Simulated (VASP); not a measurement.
An input for Quantum ESPRESSO's pw.x (written as the equivalent of a VASP run, and not itself run):

```
&CONTROL
  calculation = 'vc-relax'
  pseudo_dir = './pseudo'
  outdir = './out'
  tprnfor = .true.
  tstress = .true.
  nstep = 60
  forc_conv_thr = 0.00039
/
&SYSTEM
  ibrav = 0
  nat = 2
  ntyp = 2
  ecutwfc = 92
  occupations = 'smearing'
  smearing = 'gaussian'
  degauss = 0.003675
  input_dft = 'pbesol'
/
&ELECTRONS
  conv_thr = 7.3e-08
  electron_maxstep = 100
/
&IONS
/
&CELL
/
ATOMIC_SPECIES
  Cu 63.546 Cu.upf
  I 126.904 I.upf
CELL_PARAMETERS angstrom
     0.0000000    2.9690258    2.9690258
     2.9690258   -0.0000000    2.9690258
     2.9690258    2.9690258   -0.0000000
ATOMIC_POSITIONS crystal
  Cu   0.0000000  0.0000000  0.0000000
  I    0.2500000  0.2500000  0.2500000
K_POINTS automatic
  7 7 7 0 0 0
```

Question: Translate this input to VASP (INCAR, KPOINTS, POSCAR, choice of POTCAR).

Answer: This is not unique; one that fits is 
### INCAR
```
SYSTEM=CuI
PREC=Accurate; ENCUT=400; LREAL=F
LASPH=T
EDIFF=1E-6; NELM=100; ALGO=Normal
LMAXMIX=4
ISMEAR=0; SIGMA=0.05
GGA=PS
IBRION=2; NSW=60; ISIF=3
EDIFFG=-0.01
LWAVE=F; LCHARG=F
```

File POSCAR:
```
CuI
1
    0.0000000000     2.9690257901     2.9690257901
    2.9690257901    -0.0000000000     2.9690257901
    2.9690257901     2.9690257901    -0.0000000000
Cu I
1 1
Direct
  0.0000000000   0.0000000000   0.0000000000
  0.2500000000   0.2500000000   0.2500000000
```

### KPOINTS
```
Automatic mesh
0
gamma
7 7 7
0 0 0
```

POTCAR, in this order: Cu I (PBE.64 set). Program: vasp_std.

The two are equivalent in intent, not identical: the potentials are each code's own (VASP's PAW set, PseudoDojo norm-conserving files in pw.x), so ENCUT and ecutwfc are chosen apart and not converted; conv_thr bounds pw.x's estimated SCF error, while EDIFF bounds the energy change between steps; forc_conv_thr acts on force components and is met together with etot_conv_thr.

The structure was generated: CuI was put into the zinc blende type (F-43m), which need not be its known phase. This run relaxes it. Symmetry was kept, so distortions that lower it aren't found. The start is the result of an earlier pass.
